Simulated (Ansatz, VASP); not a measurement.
## Na5CoSO2: VASP beside Ansatz

One calculation is typed for both programs; each brings its own data sets and cutoff. How far apart do they land?

Method: plane waves, with VASP 6.6.1 beside it; single point at PBEsol and single point at PBEsol, DFT+U, in Ansatz 0.2.0.

## 1. Starting point

It takes space group P4/mmm (No. 123, tetragonal). Conventional cell: a = 4.598 Å, b = 4.598 Å, c = 8.056 Å, α = 90.00°, β = 90.00°, γ = 90.00°. Nearest to Co lie 2 O at 1.76 Å. Nearest to S lie 12 Na at 3.03 to 3.25 Å. Na has 2 O at 2.32 Å and 2 S at 3.03 Å and 2 Na at 3.03 Å nearest. Na has 2 O at 2.27 Å and 8 Na at 3.03 Å and 4 S at 3.25 Å nearest. Nearest to O lie 1 Co at 1.76 Å and 5 Na at 2.27 to 2.32 Å. Farther neighbours and most contacts between anions are not listed.

## 2. Ansatz: single point, PBEsol

Ansatz runs on its default PAW (the set named soft_2) files.

A single point gives forces, pressure and levels at one fixed geometry, so differences don't come from the geometry; what else differs is listed under the comparison.

Contents of input.yaml:

```yaml
crystal:
  lattice:
    - [4.5977, 0.0, 0.0]
    - [0.0, 4.5977, 0.0]
    - [0.0, 0.0, 8.0555]
  atoms:
    - { symbol: Co, position: [0.0, 0.0, 0.0], spin: 2.0 }
    - { symbol: S, position: [0.5, 0.5, 0.5] }
    - { symbol: Na, position: [0.5, 0.0, 0.7442] }
    - { symbol: Na, position: [0.0, 0.5, 0.7442] }
    - { symbol: Na, position: [0.5, 0.0, 0.2558] }
    - { symbol: Na, position: [0.0, 0.5, 0.2558] }
    - { symbol: Na, position: [0.0, 0.0, 0.5] }
    - { symbol: O, position: [0.0, 0.0, 0.7813] }
    - { symbol: O, position: [0.0, 0.0, 0.2187] }
hamiltonian:
  xc: pbesol
  pseudopotentials: { kind: paw }
magnetization:
  spin_polarized: true
kpoints:
  mp_grid: { grid: [4, 4, 2] }
scf:
  occupations: { method: gaussian, width: 0.05 }
  n_extra_bands: 9
output:
  forces: true
  stress: true
  eigenvalues: true
  write_density: true
  write_potential: true
  elf: true
  volumetric_format: npy
```

Started as:

```console
$ ansatz run input.yaml --threads 4 --pin off --max-ram 9216MiB --backend cpu --events-out ev --progress --plain --runs-dir out
```

Numbers of over 12 decimals in the logs are rounded to 6 here.

The log of the run:

```text
Warning: the band count 49 (scf.n_extra_bands) hosts the net moment |M| = 2.0000 μB (N_el = 80) but caps the reachable moment at 2·n_bands − N_el = 18.0000 μB, below the 50 bands that the automatic rule leaves for it — a moment growing past the seed, or the majority channel's smearing tail, pins there with fewer empty majority states than that count leaves; raise or omit scf.n_extra_bands unless the cap is intended
scf.n_extra_bands = 9 over 40 filled bands (N_el = 80.0): the run solves 49 bands
Engine: ansatz 0.2.0, aarch64-unknown-linux-gnu
Pseudopotentials: kind: paw
Pseudopotential: Co, paw, valence charge 17, recommended cutoff 420 eV (normal), Co.paw.azcp
Pseudopotential: S, paw, valence charge 6, recommended cutoff 420 eV (normal), S.paw.azcp
Pseudopotential: Na, paw, valence charge 9, recommended cutoff 420 eV (normal), Na.paw.azcp
Pseudopotential: O, paw, valence charge 6, recommended cutoff 420 eV (normal), O.paw.azcp
Functional definition: PBEsol
  exchange = pbesol_x
  correlation = pbesol_c
Crystal: 9 atoms, lattice volume = 170.284 Å³
Basis set: ecut = 420 eV, 3339 PW (Γ), exchange–correlation on 64×64×108 points (8 copies of the dense FFT grid, shifted against one another)
Bands: 49, of which v1, the nominal top of the filled ones, is band 40 counted from 1 (39 counted from 0)
Symmetry: 16 space group operations
Space group: P4/mmm (ITA 123), of the structure as read, at distance tolerance 5.5e-5 Å
Magnetic group: BNS 123.339 (UNI 999), of the structure as read, at distance tolerance 5.5e-5 Å
k-points: 12 of 32
Non-local potential: Co, projectors of the file, l = 0: 3, l = 1: 2, l = 2: 3, l = 3: 1
Non-local potential: S, projectors of the file, l = 0: 2, l = 1: 2, l = 2: 2
Non-local potential: Na, projectors of the file, l = 0: 3, l = 1: 2, l = 2: 1
Non-local potential: O, projectors of the file, l = 0: 2, l = 1: 2, l = 2: 1
PAW form: soft (Blöchl's): semilocal exchange-correlation on the pseudo side does not see the compensation charge
PAW frozen core: Co, regenerated for the run's functional, and the local potential with it (the file was generated under x = pbe(κ = 0.804, μ = 0.219515), c = pbe(β = 0.066725))
PAW frozen core: S, regenerated for the run's functional, and the local potential with it (the file was generated under x = pbe(κ = 0.804, μ = 0.219515), c = pbe(β = 0.066725))
PAW frozen core: Na, regenerated for the run's functional, and the local potential with it (the file was generated under x = pbe(κ = 0.804, μ = 0.219515), c = pbe(β = 0.066725))
PAW frozen core: O, regenerated for the run's functional, and the local potential with it (the file was generated under x = pbe(κ = 0.804, μ = 0.219515), c = pbe(β = 0.066725))
PAW one-centre angular grid: Co, 590 points (default); XC on 64 Gauss nodes
PAW one-centre angular grid: S, 110 points (default); XC on 64 Gauss nodes
PAW one-centre angular grid: Na, 110 points (default); XC on 64 Gauss nodes
PAW one-centre angular grid: O, 110 points (default); XC on 64 Gauss nodes
Initial density: superposition of atomic densities (chi_scale 0.1, normalization cell, long waves kept (reshape's long-wave potential 0.16 eV rms))
Starting moments: Σ|m| = 2 μB on 1 of 9 sites
Initial wavefunctions: pseudopotential atomic-orbital guess
Functional: x = pbesol(κ = 0.804, μ = 0.123457), c = pbesol(β = 0.046)
SCF iter   1: F=—  HF=-14484.720691 eV  |F-HF|=—  |Δ(HF+E_count)|=         —  Δρ=5.42e-2 (↑4.35e-2 ↓5.42e-2)  dr2=1.18e1  dr2_m=3.82e-1  M=2.133 μB ∫|m|=2.421 μB  β_m=0.30  ethr=3.10e-3  ⟨swp⟩=6.4  Hψ=4112  notcnv=0  defer=1
Mixer restart at iter 1: flushing history
preconditioner: auto → Kerker (q_TF=auto, 2.406 Å⁻¹)  [metal: Δε(μ)=0.030 eV  Ē_g=6.598 eV  σ=0.050 eV  W_gap=0.31  n_scr=38 (ndim 8)  ℏωp=15.1 eV  f_vac=0.040  D(μ)=5.80/eV (n_scr^D=38)]
spin=Collinear: Kerker preconditioning applied to the charge; magnetization (m = ρ↑ − ρ↓) channel mixes plain (no charge-response kernel on spin).
SCF iter   2: F=—  HF=-14483.359482 eV  |F-HF|=—  |Δ(HF+E_count)|=    1.36e0  Δρ=3.10e-2 (↑1.97e-2 ↓3.10e-2)  dr2=2.89e0  dr2_m=2.52e-1  M=2.125 μB ∫|m|=2.452 μB  β_m=0.42  ethr=3.10e-3  ⟨swp⟩=2.5  Hψ=1901  notcnv=0  defer=85
SCF iter   3: F=—  HF=-14483.251202 eV  |F-HF|=—  |Δ(HF+E_count)|=   1.08e-1  Δρ=1.56e-2 (↑9.19e-3 ↓1.56e-2)  dr2=9.51e-1  dr2_m=6.22e-2  M=2.062 μB ∫|m|=2.410 μB  β_m=0.58  ethr=3.10e-3  ⟨swp⟩=2.7  Hψ=2025  notcnv=0  defer=87
SCF iter   4: F=—  HF=-14483.513351 eV  |F-HF|=—  |Δ(HF+E_count)|=   2.62e-1  Δρ=9.77e-3 (↑9.77e-3 ↓5.82e-3)  dr2=3.80e-1  dr2_m=1.19e-2  M=2.004 μB ∫|m|=2.397 μB  β_m=0.55  ethr=1.19e-3  ⟨swp⟩=2.5  Hψ=2373  notcnv=0  defer=91
SCF iter   5: F=—  HF=-14483.433329 eV  |F-HF|=—  |Δ(HF+E_count)|=   8.00e-2  Δρ=4.27e-3 (↑2.48e-3 ↓4.27e-3)  dr2=2.12e-1  dr2_m=4.96e-3  M=2.000 μB ∫|m|=2.382 μB  β_m=0.68  ethr=4.75e-4  ⟨swp⟩=2.1  Hψ=2423  notcnv=0  defer=88
SCF iter   6: F=—  HF=-14483.407526 eV  |F-HF|=—  |Δ(HF+E_count)|=         —  Δρ=2.20e-3 (↑2.20e-3 ↓2.06e-3)  dr2=1.04e-1  dr2_m=9.95e-5  M=2.000 μB ∫|m|=2.399 μB  β_m=0.68  ethr=2.65e-4  ⟨swp⟩=2.0  Hψ=1442  notcnv=0  defer=88
Mixer restart at iter 6: flushing history
SCF iter   7: F=—  HF=-14483.405267 eV  |F-HF|=—  |Δ(HF+E_count)|=   2.26e-3  Δρ=1.52e-3 (↑1.52e-3 ↓1.45e-3)  dr2=7.51e-2  dr2_m=3.62e-5  M=2.000 μB ∫|m|=2.400 μB  β_m=0.78  ethr=1.31e-4  ⟨swp⟩=2.1  Hψ=1556  notcnv=0  defer=84
SCF iter   8: F=—  HF=-14483.401470 eV  |F-HF|=—  |Δ(HF+E_count)|=   3.80e-3  Δρ=2.27e-3 (↑2.27e-3 ↓2.27e-3)  dr2=6.83e-2  dr2_m=2.43e-5  M=2.000 μB ∫|m|=2.410 μB  β_m=0.23  ethr=9.39e-5  ⟨swp⟩=2.0  Hψ=1562  notcnv=0  defer=85
SCF iter   9: F=—  HF=-14483.396219 eV  |F-HF|=—  |Δ(HF+E_count)|=   5.25e-3  Δρ=8.59e-4 (↑8.59e-4 ↓8.33e-4)  dr2=3.92e-2  dr2_m=1.02e-5  M=2.000 μB ∫|m|=2.409 μB  β_m=0.49  ethr=8.54e-5  ⟨swp⟩=2.0  Hψ=1350  notcnv=0  defer=85
SCF iter  10: F=—  HF=-14483.386661 eV  |F-HF|=—  |Δ(HF+E_count)|=   9.56e-3  Δρ=6.96e-4 (↑4.62e-4 ↓6.96e-4)  dr2=6.49e-3  dr2_m=4.57e-5  M=2.000 μB ∫|m|=2.416 μB  β_m=0.78  ethr=4.90e-5  ⟨swp⟩=2.2  Hψ=1559  notcnv=0  defer=80
SCF iter  11: F=—  HF=-14483.385160 eV  |F-HF|=—  |Δ(HF+E_count)|=   1.50e-3  Δρ=1.88e-4 (↑1.88e-4 ↓1.48e-4)  dr2=3.66e-4  dr2_m=2.44e-6  M=2.000 μB ∫|m|=2.418 μB  β_m=0.84  ethr=8.12e-6  ⟨swp⟩=2.0  Hψ=1566  notcnv=0  defer=80
SCF iter  12: F=—  HF=-14483.385275 eV  |F-HF|=—  |Δ(HF+E_count)|=   1.14e-4  Δρ=3.01e-4 (↑2.57e-4 ↓3.01e-4)  dr2=5.18e-4  dr2_m=1.36e-6  M=2.000 μB ∫|m|=2.419 μB  β_m=0.84  ethr=4.58e-7  ⟨swp⟩=2.0  Hψ=2054  notcnv=0  defer=80
SCF iter  13: F=—  HF=-14483.385309 eV  |F-HF|=—  |Δ(HF+E_count)|=   3.41e-5  Δρ=5.35e-5 (↑5.35e-5 ↓5.28e-5)  dr2=4.51e-5  dr2_m=1.74e-8  M=2.000 μB ∫|m|=2.418 μB  β_m=0.85  ethr=4.58e-7  ⟨swp⟩=2.0  Hψ=2055  notcnv=0  defer=80
SCF iter  14: F=—  HF=-14483.385476 eV  |F-HF|=—  |Δ(HF+E_count)|=   1.67e-4  Δρ=4.23e-5 (↑2.54e-5 ↓4.23e-5)  dr2=7.51e-6  dr2_m=2.37e-7  M=2.000 μB ∫|m|=2.418 μB  β_m=0.93  ethr=5.63e-8  ⟨swp⟩=2.0  Hψ=1882  notcnv=0  defer=80
SCF iter  15: F=—  HF=-14483.385483 eV  |F-HF|=—  |Δ(HF+E_count)|=   6.87e-6  Δρ=1.26e-5 (↑1.11e-5 ↓1.26e-5)  dr2=1.50e-6  dr2_m=6.32e-9  M=2.000 μB ∫|m|=2.418 μB  β_m=0.96  ethr=9.39e-9  ⟨swp⟩=2.0  Hψ=1434  notcnv=0  defer=80
SCF iter  16: F=—  HF=-14483.385484 eV  |F-HF|=—  |Δ(HF+E_count)|=   1.83e-6  Δρ=5.22e-6 (↑4.76e-6 ↓5.22e-6)  dr2=1.66e-7  dr2_m=1.85e-9  M=2.000 μB ∫|m|=2.418 μB  β_m=0.98  ethr=1.88e-9  ⟨swp⟩=2.0  Hψ=1511  notcnv=0  defer=80
SCF iter  17: F=—  HF=-14483.385485 eV  |F-HF|=—  |Δ(HF+E_count)|=   8.82e-8  Δρ=2.10e-6 (↑1.85e-6 ↓2.10e-6)  dr2=3.42e-8  dr2_m=3.99e-10  M=2.000 μB ∫|m|=2.418 μB  β_m=0.99  ethr=2.08e-10  ⟨swp⟩=2.0  Hψ=2038  notcnv=0  defer=80
SCF iter  18: F=-14483.385485 eV  HF=-14483.385485 eV  |F-HF|=3.29e-9  |Δ(HF+E_count)|=   4.54e-9  Δρ=1.14e-6 (↑1.14e-6 ↓9.80e-7)  dr2=7.25e-9  dr2_m=1.10e-10  M=2.000 μB ∫|m|=2.418 μB  ethr=4.28e-11  ⟨swp⟩=11.7  Hψ=7390  notcnv=0
SCF 1 converged in 18 iterations: F = -14483.385485 eV  dr2 = 7.25e-9
  greatest PAW one-centre occupation: 1.002 electrons in one spin orbital (limit 2), on the Co atom at site 0 (counted from 0), in its partial waves of l = 1
SCF converged after 18 iterations
Magnetization: 2.0000 μB (41.0000 up, 39.0000 down)
Absolute magnetization: 2.4196 μB (∫|ρ↑−ρ↓|, with the PAW one-centre terms)
Spin contamination: 0.0406 ħ² per cell (⟨S²⟩ above its minimum at these occupations)
Per-site moments (μB) at R_I (Å): [(1.613173, 0.726717), (0.0021175, 1.248070), (-0.000450769, 0.956255), (-0.000450769, 0.956255), (-0.000450769, 0.956255), (-0.000450769, 0.956255), (0.00033108, 0.934730011875), (0.140206, 0.726717), (0.140206, 0.726717)]
Free energy (F): -14483.385485 eV
Harris-Foulkes:  -14483.385485 eV  (|F-HF|=3.29e-9)
Internal energy: -14483.385485 eV  (E = F + TS)
E sigma→0 (E₀):  -14483.385485 eV
Fermi energy:    5.062613 eV
--- Per-component energies (eV) ---
  E_band       = -1570.448896
  E_kinetic    = 1511.495925
  E_local      = -12565.108463  (includes V_loc(G=0)·N_el)
  E_nonlocal   = 1164.882754
  E_hartree    = 4902.203310
  E_xc         = -590.471631
  E_vxc        = -725.677256  (∫ρ·V_xc dr)
  E_paw        = -3640.042418  (= ΣΔE_a)
  E_vpaw       = -760.455837  (= ΣTr[D̂ρ^β])
  E_aug_tail   = 0.004810  (compensation charges beyond the density's cutoff)
  E_ewald      = -5266.944185
  E_core_change = 0.594413  (= ΣΔE_core)
  E_smearing   = -0.000000  (= −TS)
  E_closure    = -0.000000  (closes the sum)
  Σ components = -14483.385485   (vs F -14483.385485, Δ=0.00e0)
--- Forces (eV/Å), atoms counted from 1 ---
  atom   1  Co     0.00000000     0.00000000     0.00000000
  atom   2  S      0.00000000    -0.00000000     0.00000000
  atom   3  Na     0.00000000     0.00000000     0.14995083
  atom   4  Na     0.00000000     0.00000000     0.14995083
  atom   5  Na     0.00000000     0.00000000    -0.14995083
  atom   6  Na     0.00000000     0.00000000    -0.14995083
  atom   7  Na    -0.00000000    -0.00000000     0.00000000
  atom   8  O      0.00000000     0.00000000     0.47586015
  atom   9  O      0.00000000     0.00000000    -0.47586015
  max |Σ_I F_I| component: 5.55e-17 eV/Å
--- Stress (GPa, compression-positive) ---
       -0.689813       0.000000       0.000000
        0.000000      -0.689813       0.000000
        0.000000       0.000000      -3.011576
  P = ⅓ Tr σ = -1.4637 GPa (-14.637 kbar)
--- Band table (eV; the first three rows and the last of 24) ---
  k-point 0 ↑: bands = [... 36 lower, 2.6035, 3.3596, 3.4364, 3.4364, 3.5333, 5.3444, 7.4451, 8.2720, ... 5 higher]
  k-point 1 ↑: bands = [... 36 lower, 2.4712, 3.3605, 3.5333, 3.5355, 3.5355, 5.9455, 6.6618, 7.9233, ... 5 higher]
  k-point 2 ↑: bands = [... 36 lower, 2.6035, 3.4212, 3.4400, 3.4511, 3.5077, 5.8677, 7.3410, 8.4223, ... 5 higher]
  k-point 11 ↓: bands = [... 36 lower, 4.1353, 4.4303, 4.7778, 5.5493, 5.5493, 7.1380, 7.1380, 7.6771, ... 5 higher]
```

Elapsed: 8.2 s, on 4 threads of Arm Neoverse V1, shared host; peak memory 0.67 GiB.

In the SCF lines HF is the Harris–Foulkes energy and dr2 the Hartree energy of the density residual, in eV; the loop may stop once dr2 is under the threshold and the program's other checks hold. Hψ counts applications of the Hamiltonian.

The run ends at a pressure of -1.46 GPa, with forces up to 0.48 eV/Å.

(Continued in part 2 of 3.)

[Lines on the potential files, build, host, timing and source positions are cut from VASP's logs without a mark.]

[Logs are printed without paths, hosts, clocks, repeated set-up lines and the standing remarks that a program may print on its own settings, such as how far it seeks lower states.]

[Hosts, paths, dates, database ids (printed as entryN), source tags and the programs' standing remarks are cut or masked in the printed files.]
